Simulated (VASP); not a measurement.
These are PBE GGA, VASP's PBE PAW potentials (set 64) (plane waves; VASP) values and carry that method's errors.

VASP input:

File KPOINTS:
```
Automatic mesh
0
Gamma
7 7 7
0 0 0
```

POSCAR:
```
NaI
1
    0.0000000000     3.2961145822     3.2961145822
    3.2961145822     0.0000000000     3.2961145822
    3.2961145822     3.2961145822     0.0000000000
Na I
1 1
Direct
  0.0000000000   0.0000000000   0.0000000000
  0.5000000000   0.5000000000   0.5000000000
```

### INCAR
```
LREAL = .FALSE.
SIGMA = 0.05   # width (eV)
LCHARG = .FALSE.
ENCUT = 520
NELM = 100   # most electronic steps
LWAVE = .FALSE.
ALGO = Normal   # blocked Davidson
LMAXMIX = 4   # l cut-off of mixed one-centre charges
ISMEAR = 0   # Gaussian
LASPH = .TRUE.   # aspherical one-centre terms
GGA = PE   # PBE
ISIF = 2   # forces and stress, cell fixed
EDIFF = 1E-7   # SCF stop (eV)
SYSTEM = NaI
PREC = Accurate
```

POTCAR, in this order: Na_pv I (PBE.64 set). Program: vasp_std.

The run wrote:

**OSZICAR**
```
       N       E                     dE             d eps       ncg     rms          rms(c)
DAV:   1     0.775575826012E+02    0.77558E+02   -0.68024E+03   440   0.112E+03
DAV:   2     0.145079456834E+01   -0.76107E+02   -0.70518E+02   468   0.227E+02
DAV:   3    -0.525460286074E+01   -0.67054E+01   -0.66577E+01   548   0.702E+01
DAV:   4    -0.545563448949E+01   -0.20103E+00   -0.20092E+00   493   0.128E+01
DAV:   5    -0.546136863223E+01   -0.57341E-02   -0.57339E-02   520   0.229E+00    0.160E+00
DAV:   6    -0.539284878421E+01    0.68520E-01   -0.97225E-02   509   0.205E+00    0.108E+00
DAV:   7    -0.538278895248E+01    0.10060E-01   -0.80291E-02   512   0.172E+00    0.592E-01
DAV:   8    -0.538513148601E+01   -0.23425E-02   -0.60380E-03   464   0.744E-01    0.165E-01
DAV:   9    -0.538509270616E+01    0.38780E-04   -0.16250E-04   503   0.139E-01    0.501E-02
DAV:  10    -0.538510786048E+01   -0.15154E-04   -0.47753E-05   497   0.814E-02    0.732E-03
DAV:  11    -0.538510825345E+01   -0.39297E-06   -0.50311E-06   473   0.245E-02    0.177E-03
DAV:  12    -0.538510855055E+01   -0.29710E-06   -0.52309E-07   497   0.605E-03    0.116E-03
DAV:  13    -0.538510861494E+01   -0.64394E-07   -0.87701E-09   310   0.996E-04
   1 F= -.53851086E+01 E0= -.53851086E+01  d E =-.211135E-16
```

File OUTCAR:
```
------------------------ aborting loop because EDIFF is reached ----------------------------------------
  FORCE on cell =-STRESS in cart. coord.  units (eV):
  Direction    XX          YY          ZZ          XY          YZ          ZX
  --------------------------------------------------------------------------------------
  Total       -0.1788435     -0.1788435     -0.1788435      0.0000000      0.0000000      0.0000000
  in kB       -4.0007998     -4.0007998     -4.0007998      0.0000000      0.0000000      0.0000000
  external PRESSURE =      -4.0007998 kB  Pullay stress =       0.0000000 kB
  volume of cell :       71.62
      direct lattice vectors                 reciprocal lattice vectors
     0.000000000  3.296114582  3.296114582    -0.151693756  0.151693756  0.151693756
     3.296114582  0.000000000  3.296114582     0.151693756 -0.151693756  0.151693756
     3.296114582  3.296114582  0.000000000     0.151693756  0.151693756 -0.151693756
  FREE ENERGIE OF THE ION-ELECTRON SYSTEM (eV)
  ---------------------------------------------------
  free  energy   TOTEN  =        -5.3851086149 eV

  energy  without entropy=       -5.3851086149  energy(sigma->0) =       -5.38510861
```
(Selected blocks of OUTCAR.)

The compound is NaI in the rock salt structure. This cell is one point of a volume scan, at 1.03 of the reference volume.
